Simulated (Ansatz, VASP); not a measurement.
# SnSe: VASP beside Ansatz, part 2 of 2

One calculation is typed for both programs; each brings its own data sets and cutoff. How far apart do they land?

VASP 6.6.1 and Ansatz 0.2.0.

So far. Step 2 (Ansatz: single point, r2SCAN): The run ends at a pressure of -0.08 GPa. Step 3 (VASP: single point, r2SCAN): The run ends at a pressure of -0.11 GPa.

### 6. Ansatz: band structure, r2SCAN

Level of this step: Ansatz beside VASP: Kohn-Sham DFT, plane waves, r2SCAN (Ansatz).

The same cell, functional, mesh and smearing now go to Ansatz, which takes its cutoff from its data sets.

Contents of input.yaml:

```yaml
crystal:
  lattice:
    - [0.0, 3.01, 3.01]
    - [3.01, 0.0, 3.01]
    - [3.01, 3.01, 0.0]
  atoms:
    - { symbol: Sn, position: [0.0, 0.0, 0.0] }
    - { symbol: Se, position: [0.5, 0.5, 0.5] }
hamiltonian:
  xc: r2scan
  pseudopotentials: { kind: paw }
kpoints:
  mp_grid: { grid: [6, 6, 6] }
  band_path:
    path:
      - [0.0, 0.0, 0.0]
      - [0.16667, 0.0, 0.16667]
      - [0.33333, 0.0, 0.33333]
      - [0.5, 0.0, 0.5]
      - [0.5, 0.08333, 0.58333]
      - [0.5, 0.18333, 0.68333]
      - [0.5, 0.25, 0.75]
      - [0.45, 0.3, 0.75]
      - [0.40833, 0.34167, 0.75]
      - [0.35, 0.35, 0.7]
      - [0.225, 0.225, 0.45]
      - [0.075, 0.075, 0.15]
      - [0.03333, 0.03333, 0.03333]
      - [0.23333, 0.23333, 0.23333]
      - [0.4, 0.4, 0.4]
      - [0.51667, 0.46667, 0.51667]
      - [0.55833, 0.38333, 0.55833]
      - [0.60833, 0.28333, 0.60833]
      - [0.60833, 0.25, 0.64167]
      - [0.55833, 0.25, 0.69167]
      - [0.51667, 0.25, 0.73333]
      - [0.5, 0.3, 0.7]
      - [0.5, 0.38333, 0.61667]
      - [0.5, 0.48333, 0.51667]
      - [0.475, 0.475, 0.55]
      - [0.425, 0.425, 0.65]
      - [0.38333, 0.38333, 0.73333]
      - [0.59167, 0.18333, 0.59167]
      - [0.55, 0.1, 0.55]
      - [0.5, 0.0, 0.5]
    npoints: 1
scf:
  occupations: { method: fermi_dirac, width: 0.05 }
  n_extra_bands: 7
output:
  forces: true
  stress: true
  eigenvalues: true
```

Launch:

```sh
$ ansatz run input.yaml --threads 2 --pin off --max-ram 4608MiB --backend cpu --events-out ev --progress --plain --runs-dir out
```

Numbers of over 12 decimals in the logs are rounded to 6 here.

The program printed:

```text
[...]
Crystal: 2 atoms, lattice volume = 54.542 Å³
Basis set: ecut = 500 eV, 1411 PW (Γ), exchange–correlation on 128×128×128 points (64 copies of the dense FFT grid, shifted against one another)
Bands: 22, of which v1, the nominal top of the filled ones, is band 15 counted from 1 (14 counted from 0)
Symmetry: 48 space group operations
[...]
k-points: 16 of 216
[...]
k-point 0: bands = [... 11 lower, 3.9467, 6.5496, 6.5496, 6.5496, 13.5545, 13.5545, 13.5545, 15.2426, ... 3 higher]
  k-point 1: bands = [... 11 lower, 2.8612, 6.5917, 6.5917, 7.4297, 12.2323, 12.3726, 12.3726, 15.2653, ... 3 higher]
  k-point 2: bands = [... 11 lower, 1.3234, 6.7201, 6.7201, 8.5062, 10.6038, 10.9196, 10.9196, 16.1862, ... 3 higher]
  k-point 15: bands = [... 11 lower, 2.0226, 3.6088, 4.5010, 7.0998, 11.8082, 13.3003, 14.7221, 15.4691, ... 3 higher]
[key lines of the parts left out:]
SCF converged after 6 iterations
Free energy (F): -11517.601894 eV
Fermi energy:    9.425854 eV
P = ⅓ Tr σ = -0.4384 GPa (-4.384 kbar)
```

Wall time 2.9 s (2 threads of Arm Neoverse V1, shared host); peak memory 0.5 GiB; 5.6 s of CPU time.

### 7. Differences

The two programs side by side:

| quantity | Ansatz | VASP | difference |
| --- | --- | --- | --- |
| pressure (GPa) | -0.44 | -0.46 | +0.02 |
| gap over the path points (eV) | 0.138 | 0.138 | 0.000 |

Levels at points of the path, from each program's valence-band top (eV; 4 filled, then empty):

| k (reciprocal lattice) | Ansatz | VASP |
| --- | --- | --- |
| 0.000 0.000 0.000 | -5.32 -2.71 -2.71 -2.71 4.29 4.29 4.29 | -5.32 -2.71 -2.71 -2.71 4.29 4.29 4.29 |
| 0.167 0.000 0.167 | -6.39 -3.14 -3.14 -1.23 1.51 4.22 4.22 | -6.39 -3.13 -3.13 -1.23 1.51 4.22 4.22 |
| 0.333 0.000 0.333 | -7.07 -3.86 -3.86 -3.67 3.47 3.69 4.85 | -7.07 -3.86 -3.86 -3.67 3.47 3.69 4.85 |
| 0.500 0.000 0.500 | -6.42 -6.02 -4.17 -4.17 3.05 5.39 5.39 | -6.42 -6.01 -4.17 -4.17 3.05 5.39 5.39 |
| 0.500 0.083 0.583 | -6.77 -5.92 -4.35 -3.51 3.34 4.38 5.58 | -6.77 -5.92 -4.34 -3.50 3.34 4.38 5.58 |
| 0.500 0.183 0.683 | -7.30 -5.58 -4.86 -1.88 2.20 4.20 5.34 | -7.30 -5.58 -4.85 -1.88 2.20 4.20 5.34 |
| 0.500 0.250 0.750 | -7.42 -5.24 -5.24 -1.19 1.38 4.81 4.81 | -7.42 -5.24 -5.24 -1.19 1.38 4.81 4.81 |
| 0.450 0.300 0.750 | -7.46 -5.47 -4.73 -1.66 1.87 4.32 5.18 | -7.46 -5.46 -4.73 -1.66 1.87 4.32 5.18 |
| 0.408 0.342 0.750 | -7.51 -5.58 -4.06 -2.43 2.69 3.88 5.36 | -7.51 -5.57 -4.06 -2.43 2.69 3.88 5.36 |
| 0.350 0.350 0.700 | -7.75 -5.43 -3.48 -2.47 2.84 3.02 5.17 | -7.75 -5.42 -3.47 -2.47 2.84 3.02 5.17 |

Among the levels compared at these points, filled levels agree within 6 meV and empty ones within 4 meV. Ansatz's pressure holds a Pulay correction of 0.01 GPa; VASP's holds none.

### 8. Ansatz: single point, r2SCAN, spin-orbit coupling

With cell and atoms fixed, the geometry can't cause a difference; cores, projectors, grids and the points listed under the comparison can.

Contents of input.yaml:

```yaml
crystal:
  lattice:
    - [0.0, 3.01, 3.01]
    - [3.01, 0.0, 3.01]
    - [3.01, 3.01, 0.0]
  atoms:
    - { symbol: Sn, position: [0.0, 0.0, 0.0] }
    - { symbol: Se, position: [0.5, 0.5, 0.5] }
hamiltonian:
  xc: r2scan
  pseudopotentials: { kind: paw_fr }
magnetization:
  noncollinear: true
  spin_orbit: true
kpoints:
  mp_grid: { grid: [6, 6, 6] }
scf:
  occupations: { method: tetrahedron }
output:
  forces: true
  stress: true
  write_density: true
  write_potential: true
  elf: true
  volumetric_format: npy
```

The program printed:

```text
Warning: output.forces, output.stress, relax.cell or npt_langevin: where a Kohn–Sham band that disperses or a degenerate level is filled in part under the method tetrahedron, the forces or the stress that this run publishes need not agree with its energy (scf.occupations.method in the input reference, under Limitations); prefer a smearing scheme for the forces or the stress
[...]
k-point 1: bands = [... 26 lower, 6.7206, 6.7206, 7.4552, 7.4552, 11.9067, 11.9067, 12.4562, 12.4562, ... 4 higher]
  k-point 2: bands = [... 26 lower, 6.8372, 6.8372, 8.5072, 8.5072, 10.4500, 10.4500, 10.8645, 10.8645, ... 4 higher]
  k-point 15: bands = [... 26 lower, 4.4869, 4.4869, 7.0965, 7.0965, 11.7761, 11.7761, 13.3034, 13.3034, ... 4 higher]
[key lines of the parts left out:]
SCF converged after 7 iterations
Magnetization: |M| = 0.0000 μB,  M = (+0.0000, +0.0000, +0.0000) μB
Free energy (F): -11504.096771 eV
Fermi energy:    9.144163 eV
P = ⅓ Tr σ = -0.4817 GPa (-4.817 kbar)
```

Wall time 9.8 s (2 threads); peak memory 0.67 GiB; 19 s of CPU time.

The run ends at a pressure of -0.48 GPa.

### 9. VASP: single point, r2SCAN, spin-orbit coupling

The same cell, functional, mesh and smearing now go to VASP, with its own data sets and cutoff.

Contents of INCAR:

```
SYSTEM = SnSe
PREC = Accurate
ENCUT = 400
EDIFF = 1E-06
NELM = 100
ISMEAR = -5
SIGMA = 0.05
LREAL = .FALSE.
ALGO = Normal
METAGGA = R2SCAN
LASPH = .TRUE.
LNONCOLLINEAR = .TRUE.
MAGMOM = 0 0 0 0 0 0
NBANDS = 32
GGA_COMPAT = .FALSE.
LSORBIT = .TRUE.
LORBIT = 11
LWAVE = .FALSE.
LCHARG = .FALSE.
KPAR = 2
NEDOS = 2001
```

Contents of POSCAR:

```
SnSe
1.0
    0.0000000000      3.0100000000      3.0100000000
    3.0100000000      0.0000000000      3.0100000000
    3.0100000000      3.0100000000      0.0000000000
Sn Se
1 1
Direct
    0.0000000000      0.0000000000      0.0000000000
    0.5000000000      0.5000000000      0.5000000000
```

Contents of KPOINTS:

```
Automatic mesh
0
Gamma
6 6 6
0 0 0
```

Potentials, in the order of the species: Sn_d and Se (PBE family, release 64).

Launch:

```sh
$ mpirun -np 2 vasp_ncl
```

The program printed:

```text
[... set-up lines as in an earlier step ...]
 entering main loop
       N       E                     dE             d eps       ncg     rms          rms(c)
DAV:   1     0.139413830091E+03    0.13941E+03   -0.80707E+03  1104   0.139E+03
DAV:   2    -0.194149761382E+02   -0.15883E+03   -0.15194E+03  1048   0.415E+02
DAV:   3    -0.424077509868E+02   -0.22993E+02   -0.22605E+02  1264   0.135E+02
DAV:   4    -0.433809132311E+02   -0.97316E+00   -0.97221E+00  1160   0.309E+01
[...]
DAV:  11    -0.399492608660E+02   -0.30693E-04   -0.94803E-05  1264   0.125E-01    0.191E-02
DAV:  12    -0.399492728993E+02   -0.12033E-04   -0.21293E-05  1152   0.391E-02    0.963E-03
DAV:  13    -0.399492724864E+02    0.41286E-06   -0.76452E-06  1336   0.389E-02
   1 F= -.39949272E+02 E0= -.39949272E+02  d E =0.000000E+00  mag=    -0.0000    -0.0000     0.0000
```

OUTCAR, selected parts (step 9):

```text
  Total       -0.1743734     -0.1743734     -0.1743734      0.0000000      0.0000000      0.0000000
  in kB       -5.1222573     -5.1222573     -5.1222573      0.0000000      0.0000000      0.0000000
  external PRESSURE =      -5.1222573 kB  Pullay stress =       0.0000000 kB

 POSITION                                       TOTAL-FORCE (eV/Angst)
 -----------------------------------------------------------------------------------
      0.00000      0.00000      0.00000        -0.000000     -0.000000     -0.000000
      3.01000      3.01000      3.01000         0.000000      0.000000      0.000000
 -----------------------------------------------------------------------------------
    total drift:                               -0.000000      0.000000      0.000000

  FREE ENERGIE OF THE ION-ELECTRON SYSTEM (eV)
  ---------------------------------------------------
  free  energy   TOTEN  =       -39.9492724864 eV

  energy  without entropy=      -39.9492724864  energy(sigma->0) =      -39.94927249

 magnetization (x)
# of ion       s       p       d       tot
------------------------------------------
    1        0.000  -0.000   0.000   0.000
    2        0.000  -0.000  -0.000  -0.000
--------------------------------------------------
tot          0.000  -0.000   0.000   0.000

 magnetization (y)
# of ion       s       p       d       tot
------------------------------------------
    1       -0.000  -0.000  -0.000  -0.000
    2        0.000  -0.000  -0.000   0.000
--------------------------------------------------
tot         -0.000  -0.000  -0.000  -0.000

 magnetization (z)
# of ion       s       p       d       tot
------------------------------------------
    1        0.000   0.000   0.000   0.000
    2       -0.000   0.000  -0.000  -0.000
--------------------------------------------------
tot         -0.000   0.000   0.000  -0.000

[... 1 part as in an earlier step ...]

[... 2 further parts left out ...]
[key lines of the parts left out:]
E-fermi :   5.6627
```

The run ends at a pressure of -0.51 GPa.

### 10. Side by side

What differs besides the data sets and the points named for the pairs above, as far as they apply: spin-orbit coupling enters by fully relativistic files in Ansatz and inside the spheres in VASP; the data sets hold 30 valence electrons in Ansatz (fully relativistic PAW (standard-fr) files) and 20 in VASP. Total energies have different zeros and are not compared.

Compared:

| quantity | Ansatz | VASP | difference |
| --- | --- | --- | --- |
| pressure (GPa) | -0.48 | -0.51 | +0.03 |
| gap on the k mesh (eV) | 0.515 | 0.507 | +0.008 |

A gap on the mesh is an upper bound, since the band edges may lie between its points.

### 11. Summary of results

```
difference in gap on the k mesh (single point, r2SCAN)                      : -5.3e-4 eV
difference in gap over the path points (band structure, r2SCAN)             : -1.0e-4 eV
difference in gap on the k mesh (single point, r2SCAN, spin-orbit coupling) : 0.0077 eV
```

What this shows: The difference in gap on the k mesh is 0.0077 eV (single point, r2SCAN, spin-orbit coupling), within the 0.08 eV picked in this series as the mark of a large difference. 1 further run of this series is not shown here. How closely two codes agree says nothing of how well the functional describes the real material.

[Lines on the potential files, build, host, timing and source positions are cut from VASP's logs without a mark.]

[Logs are printed without paths, hosts, clocks, repeated set-up lines and the standing remarks that a program may print on its own settings, such as how far it seeks lower states.]

[Hosts, paths, dates, database ids (printed as entryN), source tags and the programs' standing remarks are cut or masked in the printed files.]
